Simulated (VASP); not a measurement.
# P4Pd (P4/mmm) in VASP: further runs, part 2 of 3

VASP 6.6.1. Earlier steps stand in the parts before.

## (3) Relaxation of cell and atoms, RPBE

Contents of INCAR:

```
SYSTEM = P4Pd
ALGO = Normal
EDIFF = 1E-6
EDIFFG = -0.01
ENCUT = 600
GGA = RP
IBRION = 2
ISIF = 3
ISMEAR = 0
LASPH = .True.
LCHARG = .False.
LREAL = .False.
LWAVE = .False.
NELM = 80
NSW = 40
PREC = Accurate
SIGMA = 0.05
```

Contents of KPOINTS:

```
k-points
0
Gamma
  7 7 4
  0 0 0
```

Contents of POSCAR:

```
P4Pd
1.0
    3.8777035800      0.0000000000      0.0000000000
    0.0000000000      3.8777035800      0.0000000000
    0.0000000000      0.0000000000      7.6111243000
P Pd
4 1
Direct
    0.0000000000      0.0000000000      0.7583594700
    0.0000000000      0.0000000000      0.2416405300
    0.0000000000      0.0000000000      0.5000000000
    0.5000000000      0.5000000000      0.5000000000
    0.5000000000      0.5000000000      0.0000000000
```

Potentials or basis: VASP PAW PBE potentials, release 64 (P, Pd).

Launch:

```bash
> cat potpaw_PBE.64/P/POTCAR potpaw_PBE.64/Pd/POTCAR > POTCAR
> mpirun -np 1 vasp_std > vasp.out
```

OUTCAR:

```text
SYSTEM = P4Pd
   EDIFF = 1E-6
   EDIFFG = -0.01
   ENCUT = 600
   GGA = RP
   IBRION = 2
   ISIF = 3
   ISMEAR = 0
   LASPH = .True.
   LREAL = .False.
   NELM = 80
   NSW = 40
   PREC = Accurate

 ion  position               nearest neighbor table
   1  0.000  0.000  0.758-   3 1.97
   2  0.000  0.000  0.242-   3 1.97
   3  0.000  0.000  0.500-   1 1.97   2 1.97   4 2.74   4 2.74   4 2.74   4 2.74
   4  0.500  0.500  0.500-   3 2.74   3 2.74   3 2.74   3 2.74
   5  0.500  0.500  0.000-

  LATTYP: Found a simple tetragonal cell.
 ALAT       =     3.8777035800
 C/A-ratio  =     1.9627916737

  Lattice vectors:

 A1 = (   3.8777035800,   0.0000000000,   0.0000000000)
 A2 = (   0.0000000000,   3.8777035800,   0.0000000000)
 A3 = (   0.0000000000,   0.0000000000,   7.6111243000)

Analysis of symmetry for initial positions (statically):
=====================================================================
 Subroutine PRICEL returns:
 Original cell was already a primitive cell.

 Routine SETGRP: Setting up the symmetry group for a
 simple tetragonal supercell.

 Subroutine GETGRP returns: Found 16 space group operations
 (whereof 16 operations were pure point group operations)
 out of a pool of 16 trial point group operations.

The static configuration has the point symmetry D_4h.

Analysis of symmetry for dynamics (positions and initial velocities):
=====================================================================
 Subroutine PRICEL returns:
 Original cell was already a primitive cell.

 Routine SETGRP: Setting up the symmetry group for a
 simple tetragonal supercell.

 Subroutine GETGRP returns: Found 16 space group operations
 (whereof 16 operations were pure point group operations)
 out of a pool of 16 trial point group operations.

The dynamic configuration has the point symmetry D_4h.

 Subroutine INISYM returns: Found 16 space group operations
 (whereof 16 operations are pure point group operations),
 and found     1 'primitive' translations

[... 103 lines left out ...]
   NSW    =     40    number of steps for IOM
   IBRION =      2    ionic relax: 0-MD 1-quasi-New 2-CG
   NFREE  =      1    steps in history (QN), initial steepest desc. (CG)
   ISIF   =      3    stress and relaxation
   ISYM   =      2    0-nonsym 1-usesym 2-fastsym
   POTIM  = 0.5000    time-step for ionic-motion
   TEBEG  =    0.0;   TEEND  =   0.0 temperature during run
   PSTRESS=    0.0 pullay stress
   NELECT =      30.0000    total number of electrons
   NUPDOWN=      -1.0000    fix difference up-down
   EMIN   =  10.00;   EMAX   =-10.00  energy-range for DOS
   EFERMI =   0.00;   METHOD = LEGACY
   ISMEAR =     0;   SIGMA  =   0.05  broadening in eV -4-tet -1-fermi 0-gaus
   EFERMI_NEDOS =   21; number of points for ismear=-14 and -15
   IALGO  =     38    algorithm
   IMIX   =      4    mixing-type and parameters
     AMIX     =   0.40;   BMIX     =  1.00
     AMIX_MAG =   1.60;   BMIX_MAG =  1.00
  volume/ion in A,a.u.               =      22.89       154.46
  Fermi-wavevector in a.u.,A,eV,Ry     =   1.047730  1.979922 14.935625  1.097737
  Thomas-Fermi vector in A             =   2.182622
   LORBIT       =      0    0 simple, 1 ext, 2 COOP (PROOUT), +10 PAW based schemes
   GGA     = RP    functional components
   LHFCALC =     F    Hartree Fock is set to
   AEXX    =    0.0000 exact exchange contribution
   IVDW    =     0    specifies the selected vdW correction
   LEPSILON=     F    determine dielectric tensor
   LRPA    =     F    only Hartree local field effects (RPA)
 conjugate gradient relaxation of ions
 non-spin polarized calculation
 Gauss-broadening in eV      SIGMA  =   0.05
  energy-cutoff  :      600.00
  volume of cell :      114.45
 maximum number of plane-waves:      3838
 NGX is ok and might be reduce to    32
   NGX = 15   NGY = 15   NGZ = 31

--------------------------------------- Ionic step        1  -------------------------------------------

 number of electron      30.0000003 magnetization

 Free energy of the ion-electron system (eV)
  ---------------------------------------------------
  ext. energy  EPLUGINS =         0.00000000
  ---------------------------------------------------
  free energy    TOTEN  =       -19.37497048 eV

  energy without entropy =      -19.37021293  energy(sigma->0) =      -19.37259170

 E-fermi :   4.2707     XC(G=0):  -9.3671

 val. band max:        4.2699457281   @ k =   0.1429   0.1429   0.0000
 cond. band min:       4.2785570600   @ k =   0.4286   0.0000   0.0000
 fundamental gap:      0.0086113319
 Fermi energy:         4.2706879473
[... 1713 lines left out ...]
     18      16.6601      0.00000
     19      16.9556      0.00000

 [... further k-points ...]

[... ionic steps 4 to 27 ...]

--------------------------------------- Ionic step       28  -------------------------------------------

 number of electron      30.0000000 magnetization

------------------------ aborting loop because EDIFF is reached ----------------------------------------
[... 73 lines left out ...]
--------------------------------------- Ionic step       30  -------------------------------------------

 number of electron      30.0000000 magnetization

 Free energy of the ion-electron system (eV)
  ---------------------------------------------------
  ext. energy  EPLUGINS =         0.00000000
  ---------------------------------------------------
  free energy    TOTEN  =       -23.32598851 eV

  energy without entropy =      -23.32030663  energy(sigma->0) =      -23.32314757

 E-fermi :   7.5063     XC(G=0): -10.7131

 val. band max:        7.4933780405   @ k =   0.2857   0.1429   0.0000
 cond. band min:       7.5332829086   @ k =   0.2857   0.1429   0.5000
 fundamental gap:      0.0399048681
 Fermi energy:         7.5063385389
[... 560 lines left out ...]
  FREE ENERGIE OF THE ION-ELECTRON SYSTEM (eV)
  ---------------------------------------------------
  free  energy   TOTEN  =       -23.3259885071 eV

  energy  without entropy=      -23.3203066279  energy(sigma->0) =      -23.32314757

 reached required accuracy - stopping structural energy minimisation
```

OSZICAR:

```text
N       E                     dE             d eps       ncg     rms          rms(c)
DAV:   1     0.145086502621E+03    0.14509E+03   -0.13902E+04  1140   0.152E+03
DAV:   2    -0.988541430482E+01   -0.15497E+03   -0.14943E+03  1437   0.239E+02
DAV:   3    -0.194479347320E+02   -0.95625E+01   -0.91604E+01  1407   0.583E+01
DAV:   4    -0.197488040899E+02   -0.30087E+00   -0.29312E+00  1494   0.105E+01
[... 334 lines left out ...]
DAV:   1    -0.233260418647E+02   -0.81810E-04   -0.36488E-03  1140   0.391E-01    0.468E-02
DAV:   2    -0.233260130282E+02    0.28836E-04   -0.16786E-04  1320   0.915E-02    0.324E-02
DAV:   3    -0.233260031459E+02    0.98823E-05   -0.75944E-05  1476   0.627E-02    0.217E-02
DAV:   4    -0.233259890562E+02    0.14090E-04   -0.36848E-05  1277   0.430E-02    0.650E-03
DAV:   5    -0.233259885071E+02    0.54917E-06   -0.44934E-06  1028   0.126E-02
  30 F= -.23325989E+02 E0= -.23323148E+02  d E =-.288194E-04
```

CONTCAR:

```text
P4Pd
   1.00000000000000
     3.3704811033705244    0.0000000000000000    0.0000000000000000
     0.0000000000000000    3.3704811033705244    0.0000000000000000
     0.0000000000000000   -0.0000000000000000    7.5797610836616824
  P               Pd
     4     1
Direct
     0.0000000000000000    0.0000000000000000    0.8559164467123979
     0.0000000000000000    0.0000000000000000    0.1440835532876021
     0.0000000000000000    0.0000000000000000    0.5000000000000000
     0.5000000000000000    0.5000000000000000    0.5000000000000000
     0.5000000000000000    0.5000000000000000    0.0000000000000000

  0.00000000E+00  0.00000000E+00  0.00000000E+00
  0.00000000E+00  0.00000000E+00  0.00000000E+00
  0.00000000E+00  0.00000000E+00  0.00000000E+00
  0.00000000E+00  0.00000000E+00  0.00000000E+00
  0.00000000E+00  0.00000000E+00  0.00000000E+00
```

Run time: 11 min. Hardware: 1 thread of Intel Xeon 6975P-C (Granite Rapids), shared host; peak memory 0.31 GiB.

What came out:

- Free energy: -23.3260 eV
- Relaxed volume: 17.22 Å³/atom
- Relaxed cell: a = 3.370 Å, b = 3.370 Å, c = 7.580 Å, α = 90.00°, β = 90.00°, γ = 90.00°
- Space group after relaxing (to 0.05 Å): P4/mmm (No. 123)
- Energy gained by relaxing: 790.2 meV/atom
- Ionic steps: 30
- Pressure after relaxing: 0.0 GPa
- Largest force after relaxing: 0.009 eV/Å
- Band gap on the k mesh: none (metal or under the smearing width)

Forces in eV/Å, atoms in the order of the input:
```
P    0.000  0.000 -0.009
P    0.000  0.000  0.009
P    0.000  0.000  0.000
P    0.000  0.000  0.000
Pd   0.000  0.000  0.000
```

Step by step:
```csv
step,energy change (eV),largest force (eV/Å),pressure (GPa),volume (Å³)
1,0.0000,3.3554,-4.46,114.45
2,-1.6517,1.3099,-10.91,103.81
3,-3.0570,1.0928,-7.94,89.66
4,7.1461,8.3717,133.38,61.99
5,-3.2505,0.9718,-6.12,87.86
6,-3.3493,0.7622,0.00,83.85
7,-3.5171,0.4650,1.13,82.90
8,-3.7856,0.0500,6.72,80.09
9,19.5405,107.3563,114.60,72.79
10,-3.7447,0.5488,4.79,80.01
11,-2.8492,7.2193,19.07,76.68
12,-3.7674,0.4819,4.96,79.70
13,-3.7645,0.8978,8.75,78.25
14,-3.8101,0.1330,6.23,79.10
15,-3.9039,0.2660,3.40,81.80
16,-3.9044,0.3175,3.18,82.03
17,-3.9343,0.0682,1.00,83.67
18,-3.9373,0.2405,0.01,84.44
19,-3.9410,0.2164,0.03,84.61
20,-3.9479,0.1435,0.22,85.08
21,-3.9481,0.0574,0.64,86.00
22,-3.9493,0.0060,0.51,85.70
23,-3.9494,0.0941,0.34,85.30
24,-3.9496,0.0463,0.41,85.52
25,-3.9509,0.0172,-0.12,86.23
26,-3.9509,0.0200,-0.08,86.18
27,-3.9510,0.0183,0.03,86.07
28,-3.9510,0.0161,0.03,86.08
29,-3.9510,0.0134,0.03,86.09
30,-3.9510,0.0093,-0.03,86.11
```

Final structure:
```cif
data_structure
_symmetry_space_group_name_H-M 'P 1'
_symmetry_Int_Tables_number 1
_cell_length_a 3.3705
_cell_length_b 3.3705
_cell_length_c 7.5798
_cell_angle_alpha 90.000
_cell_angle_beta 90.000
_cell_angle_gamma 90.000
_cell_volume 86.11
loop_
_atom_site_label
_atom_site_type_symbol
_atom_site_fract_x
_atom_site_fract_y
_atom_site_fract_z
_atom_site_occupancy
P1 P 0.00000 0.00000 0.85592 1
P2 P 0.00000 0.00000 0.14408 1
P3 P 0.00000 0.00000 0.50000 1
P4 P 0.50000 0.50000 0.50000 1
Pd1 Pd 0.50000 0.50000 0.00000 1
```

Caveat: the volume moved by over 15 % at a fixed basis, so the end points are rough; the PAW data sets were made with another functional, which shifts forces and pressure a little.

## (4) Single point, PBE+U

Contents of run.py:

```python
from ase.calculators.vasp import Vasp
from ase.dft.bandgap import bandgap
from ase.io import read

atoms = read('POSCAR')
calc = Vasp(
    directory='calc',
    xc='pbe',
    pp='PBE',
    setups={'base': 'minimal', 'P': '_GW', 'Pd': '_GW'},
    prec='Accurate',
    encut=550,
    ediff=1e-06,
    ismear=-1,
    sigma=0.05,
    lreal=False,
    lasph=True,
    nelm=100,
    algo='Normal',
    isif=2,
    lwave=False,
    lcharg=False,
    lmaxmix=4,
    ldautype=1,
    ldauprint=1,
    ldau_luj={'Pd': {'L': 2, 'U': 6.2, 'J': 0.5}},
    kpts=[7, 7, 4],
    gamma=True,
)
atoms.calc = calc

print('energy (eV):', atoms.get_potential_energy())
print('free energy (eV):', atoms.get_potential_energy(force_consistent=True))
print('forces (eV/A):')
print(atoms.get_forces())
print('stress (eV/A^3, Voigt):', atoms.get_stress())
print('Fermi level (eV):', calc.get_fermi_level())
gap, top, bottom = bandgap(calc)
print('band gap (eV):', gap, 'from (spin, k, band)', top, 'to', bottom)
```

POSCAR is that of step 3.

Potentials or basis: VASP PAW PBE potentials, release 64 (P_GW, Pd_GW).

Launch:

```bash
> python run.py
```

Wall time 53 s (1 thread of Intel Xeon 6975P-C (Granite Rapids), shared host); peak memory 0.28 GiB.

It converged, with:

* Free energy: -19.1113 eV
* Pressure: -4.7 GPa
* Largest force: 2.545 eV/Å
* Band gap on the k mesh: none (metal or under the smearing width)

Forces in eV/Å, atoms in the order of the input:
```
P    0.000  0.000  2.545
P    0.000  0.000 -2.545
P    0.000  0.000  0.000
P    0.000  0.000  0.000
Pd   0.000  0.000  0.000
```

Stress tensor (GPa, compression positive):
```
-9.12  0.00  0.00
 0.00 -9.12  0.00
 0.00  0.00  4.01
```

Levels at points of the mesh, in eV from the Fermi level:
```
           k point  band 11  band 12  band 13  band 14  band 15  band 16  band 17  band 18  band 19
(0.00, 0.00, 0.00)    -2.27    -2.02    -0.72     0.04     0.04     0.80     1.21     1.21     3.08
(0.00, 0.00, 0.50)    -2.12    -2.02    -0.59    -0.43    -0.43     1.61     1.61     2.85     3.20
```

Eigenvalues of the final occupation matrices:
```csv
site,spin,trace,eigenvalues
site 5 d,1,5.17,1.02 1.02 1.03 1.05 1.05
site 5 d,2,5.17,1.02 1.02 1.03 1.05 1.05
```

Caveat: U without spin polarisation on a metal has little footing; the U is typed as a test and isn't derived for this compound; forces of over 1 eV/Å show positions far from the minimum, so gaps and moduli don't describe the material at rest.

[end of part 2 of 3]
